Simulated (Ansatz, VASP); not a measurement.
**SnCl2 (1T-SnCl2 monolayer) in two plane-wave programs**

Wanted: the spread between two codes on one cell, functional and k mesh. The structure shown is the start of the Ansatz relaxation below; VASP solves that cell, so the two are compared at the walk's first step.

Program: Ansatz 0.2.0. Level of theory: plane waves, with VASP 6.6.1 beside it; single point at PBE with D3(BJ). Results are calculated unless marked as measured.

### 1. The starting structure

The cell holds 3 atoms: 2 Cl and 1 Sn. Cell: a = 3.284 Å, b = 3.284 Å, c = 36.612 Å, α = 90.0°, β = 90.0°, γ = 120.0°. Vacuum lies along c.

### 2. Ansatz: relaxation, PBE with D3(BJ)

Ansatz runs on its PAW soft_1 files.

The two programs are compared at the cell with which this relaxation starts, whose forces are those of its first step.

input.yaml reads:

```yaml
crystal:
  lattice:
    - [3.284153, 0.0, 0.0]
    - [-1.6420765, 2.8441599279, 0.0]
    - [0.0, 0.0, 36.6119316774]
  atoms:
    - { symbol: Cl, position: [0.6666666667, 0.3333333333, 0.4615981519] }
    - { symbol: Sn, position: [0.0, 0.0, 0.5] }
    - { symbol: Cl, position: [0.3333333333, 0.6666666667, 0.5384018481] }
  periodic: [true, true, false]
kpoints:
  mp_grid: { grid: [12, 12, 1] }
hamiltonian:
  xc: pbe
  dispersion: d3bj
  pseudopotentials: { kind: paw, azcp: { folder: soft_1 } }
scf:
  occupations: { method: fermi_dirac, width: 0.05 }
  convergence: { dr2_threshold: 1.0e-09 }
relax:
  f_tol: 0.004
  max_steps: 90
  cell: {}
output:
  write_potential: true
  write_density: true
  volumetric_format: npy
```

The run is started by

```sh
$ ansatz run input.yaml --threads 2 --pin off --max-ram 3072MiB --backend cpu --events-out ev --progress --plain --runs-dir out
```

Numbers of over 12 decimals in the logs are rounded to 6 here.

Log:

```text
Warning: relax.cell: scf.convergence.dr2_threshold = 1e-9 eV is looser than the 1.82764577433e-10 eV advised for a relaxation that steers and ends on the stress (1e-10 eV for each atom of the cell: 3, times the square of relax.cell.stress_2d_tol = 0.05 N/m over 12.8 Å (the atoms' height at the walk's start and 5 Å past either face), 3.903e-2 GPa, over a crystal's default 0.05). What an SCF threshold leaves in a stress goes as its square root, and in the free energy as the threshold itself, and one threshold admits the most on a small cell: [figures from the program's tests cut] Set scf.convergence.dr2_threshold to 1.82764577433e-10 eV or tighter. [rest of the remark cut]
Engine: ansatz 0.2.0, aarch64-unknown-linux-gnu
Pseudopotentials: kind: paw
Pseudopotential: Cl, paw, valence charge 7, recommended cutoff 420 eV (normal), soft_1/Cl.paw.azcp
Pseudopotential: Sn, paw, valence charge 14, recommended cutoff 420 eV (normal), soft_1/Sn.paw.azcp
Functional definition: PBE
  parameter kappa = 0.804
  parameter beta = 0.066725
  exchange = pbe_x(kappa = kappa, mu = beta*pi^2/3)
  correlation = pbe_c(beta = beta)
Crystal: 3 atoms, lattice volume = 341.979 Å³
Basis set: ecut = 420 eV, 6795 PW (Γ), exchange–correlation on 48×48×500 points (8 copies of the dense FFT grid, shifted against one another)
Bands: 18, of which v1, the nominal top of the filled ones, is band 14 counted from 1 (13 counted from 0)
Symmetry: 12 space group operations
Space group: P-3m1 (ITA 164), of the structure as read, at distance tolerance 7.0e-5 Å
k-points: 19 of 144
Non-local potential: Cl, projectors of the file, l = 0: 2, l = 1: 2, l = 2: 1
Non-local potential: Sn, projectors of the file, l = 0: 2, l = 1: 2, l = 2: 2, l = 3: 1
PAW form: soft (Blöchl's): semilocal exchange-correlation on the pseudo side does not see the compensation charge
PAW one-centre angular grid: Cl, 110 points (default); XC on 64 Gauss nodes
PAW one-centre angular grid: Sn, 590 points (default); XC on 64 Gauss nodes
Initial density: superposition of atomic densities (neutral atoms: chi_scale 0, normalization atom)
Initial wavefunctions: pseudopotential atomic-orbital guess
Functional: x = pbe(κ = 0.804, μ = 0.219515), c = pbe(β = 0.066725)
iter 1 solved again at ethr=2.90e-3 eV; its pass at ethr=3.10e-3 eV (dr2=8.13e-1 eV) is discarded
SCF iter   1: F=—  HF=-8181.080995 eV  |F-HF|=—  |Δ(HF+E_count)|=         —  Δρ=1.37e-2  dr2=8.16e-1  ethr=2.90e-3  ⟨swp⟩=1.1  Hψ=4712  notcnv=0
preconditioner: auto → Resta (q_TF=auto, 1.798 Å⁻¹)  ε∞=1.4  [insulator: Δε(μ)=0.878 eV  Ē_g=17.627 eV  σ=0.050 eV  W_gap=1.00  n_scr=20 (ndim 8)  ℏωp=10.6 eV  f_vac=0.815  D(μ)=0.00/eV (n_scr^D=0)  ε∞_Penn≈1.4  vacuum switching on, ρ_ref=2.3e-2 e/Å³]
SCF iter   2: F=—  HF=-8180.823912 eV  |F-HF|=—  |Δ(HF+E_count)|=   2.57e-1  Δρ=4.30e-3  dr2=5.05e-2  ethr=2.90e-3  ⟨swp⟩=4.0  Hψ=734  notcnv=0
SCF iter   3: F=—  HF=-8180.830276 eV  |F-HF|=—  |Δ(HF+E_count)|=   6.36e-3  Δρ=1.82e-3  dr2=6.51e-3  ethr=1.80e-4  ⟨swp⟩=3.8  Hψ=992  notcnv=0
SCF iter   4: F=—  HF=-8180.833081 eV  |F-HF|=—  |Δ(HF+E_count)|=   2.81e-3  Δρ=3.22e-4  dr2=7.30e-4  ethr=2.33e-5  ⟨swp⟩=3.3  Hψ=782  notcnv=0
SCF iter   5: F=—  HF=-8180.832936 eV  |F-HF|=—  |Δ(HF+E_count)|=   1.45e-4  Δρ=1.11e-4  dr2=8.90e-5  ethr=2.61e-6  ⟨swp⟩=4.0  Hψ=848  notcnv=0
SCF iter   6: F=—  HF=-8180.832889 eV  |F-HF|=—  |Δ(HF+E_count)|=   4.70e-5  Δρ=3.84e-5  dr2=2.97e-6  ethr=3.18e-7  ⟨swp⟩=3.5  Hψ=729  notcnv=0
SCF iter   7: F=—  HF=-8180.832821 eV  |F-HF|=—  |Δ(HF+E_count)|=   6.79e-5  Δρ=9.74e-6  dr2=1.97e-7  ethr=1.06e-8  ⟨swp⟩=3.4  Hψ=869  notcnv=0
SCF iter   8: F=—  HF=-8180.832821 eV  |F-HF|=—  |Δ(HF+E_count)|=   1.47e-7  Δρ=2.56e-6  dr2=1.70e-8  ethr=7.03e-10  ⟨swp⟩=3.5  Hψ=820  notcnv=0
SCF iter   9: F=-8180.832821 eV  HF=-8180.832821 eV  |F-HF|=1.56e-10  |Δ(HF+E_count)|=   2.77e-9  Δρ=3.51e-7  dr2=3.02e-10  ethr=3.57e-12  ⟨swp⟩=12.5  Hψ=3502  notcnv=0
SCF 1 converged in 9 iterations: F = -8180.832821 eV  dr2 = 3.02e-10
  greatest PAW one-centre occupation: 0.995 electrons in one spin orbital (limit 2), on the Sn atom at site 1 (counted from 0), in its partial waves of l = 2
relax step   1: F+E_penalty+E_count = -8180.83282106 eV  Δ(F+E_penalty+E_count) = +0.000e0 eV  max|allowed force component| = 7.448e0 eV/Å  Δτ_max = 0.0000 Å  P = +41.958 N/m  Ω = 341.979 Å³  fix = [c, alpha, beta]  reactions: c +0.000 N/m  (9 SCF iters, accepted)
[...]
relax step  13: F+E_penalty+E_count = -8186.65430374 eV  Δ(F+E_penalty+E_count) = -2.696e-3 eV  max|allowed force component| = 1.350e-3 eV/Å  Δτ_max = 0.0300 Å  P = +0.005 N/m  Ω = 566.734 Å³  energy of the carried Pulay correction = -1.836e-4 eV  fix = [c, alpha, beta]  reactions: c +0.000 N/m  (7 SCF iters, accepted)
[...]
relax step  14: F+E_penalty+E_count = -8186.65450442 eV  Δ(F+E_penalty+E_count) = -2.007e-4 eV  max|allowed force component| = 1.373e-3 eV/Å  Δτ_max = 0.0000 Å  P = +0.005 N/m  Ω = 566.734 Å³  fix = [c, alpha, beta]  reactions: c +0.000 N/m  stress off target by 5.48e-3 N/m on what of the cell is left free  SCF on the basis re-selected at this cell (its energy is not comparable with the rows above)  (5 SCF iters)
basis re-selected at this cell: Δ(F+E_penalty+E_count) = -2.007e-4 eV, ΔP = +0.000 N/m vs the last step (what re-selecting the basis moved, of the pressure what is left beyond the Pulay correction that the steps carried, after the strain that the cell walked since its last selection, with what the two solves' SCF thresholds leave and, on support functions, any second-order correction that the steps lacked; it is no m [...]
WARN: The output density's exchange-correlation potential varies sharply where the density is thin. Do not read a vacuum level from v_tot or v_xc, or from such a field of the output density. On a cell that repeats whose density bears no net charge and no dipole along the vacuum's axis use v_es (v_loc + v_h of the components); under efield.dipole_correction with no amplitude use v_es + v_field, which holds any externa [...]
SCF converged after 5 iterations
Free energy (F): -8186.654504 eV
Harris-Foulkes:  -8186.654504 eV  (|F-HF|=8.07e-8)
Internal energy: -8186.654504 eV  (E = F + TS)
E sigma→0 (E₀):  -8186.654504 eV
Fermi energy:    -5.489702 eV
--- Per-component energies (eV) ---
  E_band       = -487.462026
  E_kinetic    = 469.234062
  E_local      = -37388.878086  (includes V_loc(G=0)·N_el)
  E_nonlocal   = 207.796132
  E_hartree    = 18430.586844
  E_xc         = -340.128146
  E_vxc        = -311.793502  (∫ρ·V_xc dr)
  E_paw        = -5684.925642  (= ΣΔE_a)
  E_vpaw       = -324.995009  (= ΣTr[D̂ρ^β])
  E_aug_tail   = 0.000512  (compensation charges beyond the density's cutoff)
  E_ewald      = 16120.091648
  E_disp       = -0.431829  (pairwise vdW)
  E_smearing   = -0.000000  (= −TS)
  E_closure    = 0.000000  (closes the sum)
  Σ components = -8186.654504   (vs F -8186.654504, Δ=0.00e0)
--- Forces (eV/Å), atoms counted from 1 ---
  atom   1  Cl     0.00000000     0.00000000     0.00137282
  atom   2  Sn     0.00000000     0.00000000     0.00000000
  atom   3  Cl    -0.00000000    -0.00000000    -0.00137282
  max |Σ_I F_I| component: 0.00e0 eV/Å
--- 2D stress c σ (N/m, compression-positive) ---
        0.005478      -0.000000       0.000000
        0.000000       0.005478      -0.000000
        0.000000      -0.000000       0.000000
  P = ½ c Tr σ = 0.0055 N/m
--- Band table (eV; the first three rows and the last of 19) ---
  k-point 0: bands = [... 10 lower, -8.7145, -8.7145, -8.5510, -7.4774, -4.3356, -2.6148, -2.6148, -0.4931]
  k-point 1: bands = [... 10 lower, -8.7650, -8.6571, -8.5451, -7.3498, -4.1635, -2.7210, -2.5543, -0.3766]
  k-point 2: bands = [... 10 lower, -8.9343, -8.6154, -8.5395, -7.1326, -3.7895, -2.8372, -2.3996, -0.1472]
  k-point 18: bands = [... 10 lower, -9.6855, -8.6082, -8.6082, -6.7539, -2.3672, -2.3672, -2.0287, 1.2843]
--- Relaxed structure (12 steps of the walk, 12 accepted, 2 SCFs on fresh bases) ---
  F+E_penalty+E_count = -8186.65450442 eV   max|allowed force component| = 1.373e-3 eV/Å   (the final SCF, on the basis selected at the relaxed cell)
  cell:  # Å, volume = 566.7344 Å³
    - [4.227788, 0.0, 0]
    - [-2.113894, 3.661371, 0]
    - [0, 0, 36.6119316774]
  atoms:
    - { symbol: Cl, position: [0.666667, 0.333333, 0.458514] }
    - { symbol: Sn, position: [0, 0, 0.5] }
    - { symbol: Cl, position: [0.333333, 0.666667, 0.541486] }
```

Reading the cycles: dr2 is the Hartree energy of the density residual (eV), the measure of convergence; HF is the Harris–Foulkes estimate of the energy, which meets the free energy F at convergence.

### 3. VASP: single point, PBE with D3(BJ), start cell

The same cell, functional, mesh and smearing now go to VASP, with its own data sets.

Lines of VASP's logs that name or quote its potential files are left out, and so is its time.

INCAR reads:

```
SYSTEM = SnCl2
PREC = Accurate
ENCUT = 400
EDIFF = 1E-06
NELM = 120
ISMEAR = -1
SIGMA = 0.05
LREAL = .FALSE.
ALGO = Normal
GGA = PE
IVDW = 12
NBANDS = 20
LORBIT = 11
LWAVE = .FALSE.
LCHARG = .FALSE.
ISIF = 2
LDIPOL = .TRUE.
IDIPOL = 3
DIPOL = 0.5 0.5 0.5
LVHAR = .TRUE.
LASPH = .TRUE.
GGA_COMPAT = .FALSE.
EFERMI = MIDGAP
NELMDL = -8
```

POSCAR reads:

```
SnCl2
1.0
    3.2841530000      0.0000000000      0.0000000000
   -1.6420760000      2.8441600000      0.0000000000
    0.0000000000      0.0000000000     36.6119320000
Cl Sn
2 1
Direct
    0.6666664051      0.3333332161      0.4615981478
    0.3333332904      0.6666667839      0.5384018522
    0.0000000000      0.0000000000      0.5000000000
```

KPOINTS reads:

```
Automatic mesh
0
Gamma
12 12 1
0 0 0
```

Potentials, in the order of the species: Cl and Sn_d (PBE family, release 64).

The run is started by

```sh
$ mpirun -np 1 vasp_std
```

Log:

```text
[banner, memory and clock lines left out]
running    1 mpi-ranks, on    1 nodes
 distrk:  each k-point on    1 cores,    1 groups
 distr:  one band on    1 cores,    1 groups

 POSCAR found type information on POSCAR ClSn
 POSCAR found :  2 types and       3 ions
 LDA part: xc-table for (Slater+PW92), standard interpolation
 POSCAR, INCAR and KPOINTS ok, starting setup
 FFT: planning ... GRIDC
 FFT: planning ... GRID_SOFT
 FFT: planning ... GRID
 WAVECAR not read
 entering main loop
       N       E                     dE             d eps       ncg     rms          rms(c)
DAV:   1     0.232688516914E+03    0.23269E+03   -0.10396E+04   912   0.890E+02
DAV:   2     0.282924308501E+02   -0.20440E+03   -0.19390E+03  1024   0.226E+02
DAV:   3    -0.332753129651E+01   -0.31620E+02   -0.30897E+02   956   0.105E+02
DAV:   4    -0.452065152993E+01   -0.11931E+01   -0.11873E+01  1072   0.225E+01
DAV:   5    -0.455030498512E+01   -0.29653E-01   -0.29608E-01  1088   0.354E+00
DAV:   6    -0.455127423741E+01   -0.96925E-03   -0.96911E-03  1104   0.659E-01
DAV:   7    -0.455132095905E+01   -0.46722E-04   -0.46720E-04  1120   0.122E-01
DAV:   8    -0.455132168981E+01   -0.73076E-06   -0.73066E-06  1040   0.142E-02    0.215E+01
DAV:   9    -0.429190351396E+01    0.25942E+00   -0.42411E-01   952   0.415E+00    0.123E+01
DAV:  10    -0.426766589912E+01    0.24238E-01   -0.36521E-01  1076   0.358E+00    0.122E+00
DAV:  11    -0.425995346678E+01    0.77124E-02   -0.57544E-02   880   0.148E+00    0.379E-01
DAV:  12    -0.426021805795E+01   -0.26459E-03   -0.29351E-03   948   0.475E-01    0.893E-02
DAV:  13    -0.426024949151E+01   -0.31434E-04   -0.16588E-04  1180   0.932E-02    0.412E-02
DAV:  14    -0.426026019287E+01   -0.10701E-04   -0.51223E-05  1040   0.603E-02    0.197E-02
DAV:  15    -0.426027146454E+01   -0.11272E-04   -0.41576E-06  1044   0.167E-02    0.113E-02
DAV:  16    -0.426029879198E+01   -0.27327E-04   -0.41366E-06   788   0.113E-02    0.289E-03
DAV:  17    -0.426033616873E+01   -0.37377E-04   -0.35904E-06   716   0.663E-03    0.412E-03
DAV:  18    -0.426037433638E+01   -0.38168E-04   -0.49203E-06   740   0.724E-03    0.102E-03
DAV:  19    -0.426038208415E+01   -0.77478E-05   -0.58569E-07   856   0.236E-03    0.796E-04
DAV:  20    -0.426039070619E+01   -0.86220E-05   -0.34087E-07   772   0.353E-03    0.624E-04
DAV:  21    -0.426039314107E+01   -0.24349E-05   -0.36327E-08   796   0.946E-04    0.352E-04
DAV:  22    -0.426039729349E+01   -0.41524E-05   -0.16948E-07   688   0.760E-04    0.192E-04
DAV:  23    -0.426039791521E+01   -0.62172E-06   -0.13502E-08   804   0.470E-04
   1 F= -.50269344E+01 E0= -.50269187E+01  d E =-.312774E-04
```

Parts of OUTCAR (step 3):

```text
ion  position               nearest neighbor table
   1  0.667  0.333  0.462-   3 2.36   3 2.36   3 2.36
   2  0.333  0.667  0.538-   3 2.36   3 2.36   3 2.36
   3  0.000  0.000  0.500-   2 2.36   1 2.36   1 2.36   2 2.36   2 2.36   1 2.36

  LATTYP: Found a hexagonal cell.
 ALAT       =     3.2841530000
 C/A-ratio  =    11.1480591799

 Subroutine GETGRP returns: Found 12 space group operations
 (whereof 12 operations were pure point group operations)

The static configuration has the point symmetry D_3d.

 Found     19 irreducible k-points:

   k-points           NKPTS =     19   k-points in BZ     NKDIM =     19   number of bands    NBANDS=     20

   dimension x,y,z NGX =    24 NGY =   24 NGZ =  240
   dimension x,y,z NGXF=    48 NGYF=   48 NGZF=  480

   ENCUT  =  400.0 eV  29.40 Ry    5.42 a.u.   5.36  5.36 59.70*2*pi/ulx,y,z

   NELECT =      28.0000    total number of electrons

 k-points in reciprocal lattice and weights: Automatic mesh
   0.00000000  0.00000000  0.00000000       0.007
   0.08333333  0.00000000  0.00000000       0.042
   0.16666667  0.00000000  0.00000000       0.042
   0.25000000  0.00000000  0.00000000       0.042
   0.33333333  0.00000000  0.00000000       0.042
   0.41666667  0.00000000  0.00000000       0.042
   0.50000000  0.00000000  0.00000000       0.021
   0.08333333  0.08333333  0.00000000       0.042
   0.16666667  0.08333333  0.00000000       0.083
[...]
0.33333333  0.25000000  0.00000000       0.083
   0.33333333  0.33333333  0.00000000       0.014

 dipolmoment           0.000000      0.000000     -0.000000 electrons x Angstroem

 average (electrostatic) potential at core
       1 -99.8018       2 -99.8018       3-109.4360

 E-fermi :  -0.6463

 k-point     1 :       0.0000    0.0000    0.0000
  band No.  band energies     occupation
    ...
     10      -6.8517      2.00000
     11      -6.8517      2.00000
     12      -6.3737      2.00000
     13      -6.3737      2.00000
     14      -1.8373      2.00000
     15      -0.3495      0.00527
     16       1.5004      0.00000
     17       1.6466      0.00000
     18       2.1216      0.00000
     19       2.3443      0.00000
    ...

 k-point     2 :       0.0833    0.0000    0.0000
  band No.  band energies     occupation
    ...
     10      -7.3383      2.00000
     11      -7.0154      2.00000
     12      -6.7293      2.00000
     13      -6.3751      2.00000
     14      -1.5451      2.00000
     15       0.0902      0.00000
     16       1.5448      0.00000
     17       1.6198      0.00000
     18       2.1417      0.00000
     19       2.2810      0.00000
    ...

 k-point     3 :       0.1667    0.0000    0.0000
  band No.  band energies     occupation
    ...
     10      -7.7039      2.00000
     11      -7.5158      2.00000
     12      -7.3927      2.00000
     13      -6.4240      2.00000
     14      -1.1411      1.99990
     15       0.6292      0.00000
     16       1.4169      0.00000
     17       1.9463      0.00000
     18       2.4050      0.00000
     19       2.6505      0.00000
    ...

 Edisp (eV)   -0.76654

  Total      24.48562    24.48562    20.98917     0.00000     0.00000     0.00000
  in kB     114.71539   114.71539    98.33449     0.00002     0.00000     0.00000
  external pressure =      109.26 kB  Pullay stress =        0.00 kB

  energy-cutoff  :      400.00
  volume of cell :      341.98
      direct lattice vectors                 reciprocal lattice vectors
     3.284153000  0.000000000  0.000000000     0.304492513  0.175798776  0.000000000
    -1.642076000  2.844160000  0.000000000     0.000000000  0.351597660  0.000000000
     0.000000000  0.000000000 36.611932000     0.000000000  0.000000000  0.027313500

 POSITION                                       TOTAL-FORCE (eV/Angst)
 -----------------------------------------------------------------------------------
      1.64208      0.94805     16.90000         0.000000      0.000000     -7.481444
     -0.00000      1.89611     19.71193        -0.000000     -0.000000      7.481444
      0.00000      0.00000     18.30597         0.000000      0.000000      0.000000
 -----------------------------------------------------------------------------------
    total drift:                                0.000881     -0.000000     -0.000000

  FREE ENERGIE OF THE ION-ELECTRON SYSTEM (eV)
  ---------------------------------------------------
  free  energy   TOTEN  =        -5.0269343657 eV

  energy  without entropy=       -5.0269030884  energy(sigma->0) =       -5.02691873

 vacuum level on the upper side and lower side of the slab         2.125         2.125

 total charge
# of ion       s       p       d       tot
------------------------------------------
    1        1.631   3.613   0.000   5.244
    2        1.631   3.613   0.000   5.244
    3        1.564   1.051  10.256  12.871
--------------------------------------------------
tot          4.826   8.277  10.256  23.359

[... 3 further parts left out ...]
```

### 4. Differences

Known differences besides the potentials themselves: Ansatz cuts the interaction across the vacuum, VASP repeats the sheet with a dipole correction; the cutoff is 420 eV in Ansatz and 400 eV in VASP. Total energies have different zeros and are not compared.

Forces (eV/Å; atoms numbered as in POSCAR):

| atom | Ansatz x, y, z | VASP x, y, z |
| --- | --- | --- |
| Cl1 | 0.000, 0.000, -7.448 | 0.000, 0.000, -7.481 |
| Cl2 | 0.000, 0.000, 7.448 | 0.000, 0.000, 7.481 |
| Sn3 | 0.000, 0.000, 0.000 | 0.000, 0.000, 0.000 |

The forces differ by 16 meV/Å r.m.s., which is 0.4 % of the r.m.s. force of 3.527 eV/Å (both taken over all components). With vacuum in the cell, a pressure given here is an average over mostly empty space and none of the material.

### 5. Outcome

| Quantity | Value |
| --- | --- |
| r.m.s. force difference (single point, PBE with D3(BJ), start cell) | 0.44 % of the r.m.s. force |

What this shows: The r.m.s. force difference is 0.44 % of the r.m.s. force (single point, PBE with D3(BJ), start cell), within the 3 % picked in this series as the mark of a large difference. 1 further run of this series is not shown here. Such differences can come from data sets, numerical settings and the points named under the comparisons, not from the functional's error against experiment.

[Lines on the potential files, build, host, timing and source positions are cut from VASP's logs without a mark.]

[Logs are printed without paths, hosts, clocks, repeated set-up lines and the standing remarks that a program may print on its own settings, such as how far it seeks lower states.]

[Hosts, paths, dates, database ids (printed as entryN), source tags and the programs' standing remarks are cut or masked in the printed files.]
